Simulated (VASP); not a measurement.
Computed with PBE GGA with D3 dispersion (zero damping), VASP's PBE PAW potentials (set 64) (plane waves; VASP 6.6.1).

Input for VASP

INCAR:
```
# general
SYSTEM =Pt
PREC   =Accurate
ENCUT  =520   # plane-wave cut-off (eV)
LREAL  =.FALSE.   # projection in real space or not
LASPH  =.TRUE.

# electronic loop
EDIFF  =1E-7   # SCF stop (eV)
NELM   =100
ALGO   =Normal   # blocked Davidson
LMAXMIX=6   # l cut-off of mixed one-centre charges

# smearing
ISMEAR =-5   # tetrahedra, Bloechl

# functional
GGA    =PE
IVDW   =11   # D3, zero damping

# ions
ISIF   =2   # forces and stress, cell fixed

# output
LWAVE  =.FALSE.
LCHARG =.TRUE.
LORBIT =11   # lm-projected
NEDOS  =601   # DOS grid
```

**KPOINTS**
```
Regular mesh
0
gamma
  18 18 18
0 0 0
```

**POSCAR**
```
Pt
1
    0.0000000000     1.9583547512     1.9583547512
    1.9583547512     0.0000000000     1.9583547512
    1.9583547512     1.9583547512     0.0000000000
Pt
1
Direct
  0.0000000000   0.0000000000   0.0000000000
```

POTCAR, in this order: Pt (PBE.64 set). Program: vasp_std.

Output of the run:

**OUTCAR**
```
 ion  position               nearest neighbor table
   1  0.000  0.000  0.000-
  LATTYP: Found a face centered cubic cell.
 ALAT       =     3.9167095024
 Subroutine PRICEL returns:
 Original cell was already a primitive cell.
 Subroutine GETGRP returns: Found 48 space group operations
The static configuration has the point symmetry O_h .
The dynamic configuration has the point symmetry O_h .
 Subroutine INISYM returns: Found 48 space group operations
 Subroutine IBZKPT returns following result:
 Found    195 irreducible k-points:

 Following reciprocal coordinates:
            Coordinates               Weight
  0.000000  0.000000  0.000000      1.000000
  0.055556  0.000000  0.000000      8.000000
  0.111111  0.000000  0.000000      8.000000
  0.166667  0.000000  0.000000      8.000000
  0.222222  0.000000  0.000000      8.000000
  0.277778  0.000000  0.000000      8.000000
  0.333333  0.000000  0.000000      8.000000
  0.388889  0.000000  0.000000      8.000000
  0.444444  0.000000  0.000000      8.000000
  0.500000  0.000000  0.000000      4.000000
  0.055556  0.055556  0.000000      6.000000
  0.111111  0.055556  0.000000     24.000000
  0.166667  0.055556  0.000000     24.000000
  0.222222  0.055556  0.000000     24.000000
  0.277778  0.055556  0.000000     24.000000
  0.333333  0.055556  0.000000     24.000000
  0.388889  0.055556  0.000000     24.000000
  0.444444  0.055556  0.000000     24.000000
  0.500000  0.055556  0.000000     24.000000
 -0.444444  0.055556  0.000000     24.000000
 -0.388889  0.055556  0.000000     24.000000
 -0.333333  0.055556  0.000000     24.000000
 -0.277778  0.055556  0.000000     24.000000
 -0.222222  0.055556  0.000000     24.000000
 -0.166667  0.055556  0.000000     24.000000
...
```

### OSZICAR
```
       N       E                     dE             d eps       ncg     rms          rms(c)
DAV:   1     0.373117624480E+02    0.37312E+02   -0.55286E+03  3702   0.103E+03
DAV:   2    -0.602639096679E+01   -0.43338E+02   -0.41943E+02  3712   0.187E+02
DAV:   3    -0.645508489881E+01   -0.42869E+00   -0.42698E+00  4173   0.191E+01
DAV:   4    -0.645642816556E+01   -0.13433E-02   -0.13394E-02  4081   0.114E+00
DAV:   5    -0.645643680903E+01   -0.86435E-05   -0.86052E-05  3944   0.808E-02    0.131E+01
DAV:   6    -0.612253406720E+01    0.33390E+00   -0.85753E-01  3582   0.846E+00    0.694E+00
DAV:   7    -0.608133781314E+01    0.41196E-01   -0.16023E-01  3738   0.355E+00    0.255E+00
DAV:   8    -0.607789937194E+01    0.34384E-02   -0.68726E-03  3765   0.821E-01    0.513E-01
DAV:   9    -0.607769430898E+01    0.20506E-03   -0.17553E-04  3689   0.135E-01    0.190E-02
DAV:  10    -0.607769369069E+01    0.61830E-06   -0.30923E-06  4165   0.148E-02    0.344E-03
DAV:  11    -0.607769367669E+01    0.13997E-07   -0.34149E-08  2943   0.197E-03
   1 F= -.68613675E+01 E0= -.68613675E+01  d E =0.000000E+00
```

### OUTCAR
```
------------------------ aborting loop because EDIFF is reached ----------------------------------------
 Edisp (eV)   -0.78367
  FORCE on cell =-STRESS in cart. coord.  units (eV):
  Direction    XX          YY          ZZ          XY          YZ          ZX
  --------------------------------------------------------------------------------------
  Total       0.01895     0.01895     0.01895    -0.00000    -0.00000    -0.00000
  in kB       2.02073     2.02073     2.02073    -0.00000    -0.00000    -0.00000
  external pressure =        2.02 kB  Pullay stress =        0.00 kB
  volume of cell :       15.02
      direct lattice vectors                 reciprocal lattice vectors
     0.000000000  1.958354751  1.958354751    -0.255316357  0.255316357  0.255316357
     1.958354751  0.000000000  1.958354751     0.255316357 -0.255316357  0.255316357
     1.958354751  1.958354751  0.000000000     0.255316357  0.255316357 -0.255316357
 POSITION                                       TOTAL-FORCE (eV/Angst)
 -----------------------------------------------------------------------------------
      0.00000      0.00000      0.00000        -0.000000      0.000000      0.000000
 -----------------------------------------------------------------------------------
    total drift:                               -0.000000     -0.000000     -0.000000
  FREE ENERGIE OF THE ION-ELECTRON SYSTEM (eV)
  ---------------------------------------------------
  free  energy   TOTEN  =        -6.8613674876 eV

  energy  without entropy=       -6.8613674876  energy(sigma->0) =       -6.86136749

 total charge

# of ion       s       p       d       tot
------------------------------------------
    1        0.640   0.618   8.051   9.310
```
(Selected blocks of OUTCAR.)

For a metal the tetrahedron method with Blöchl corrections gives inexact stress and forces.

The compound is Pt in the fcc structure. It was relaxed first.
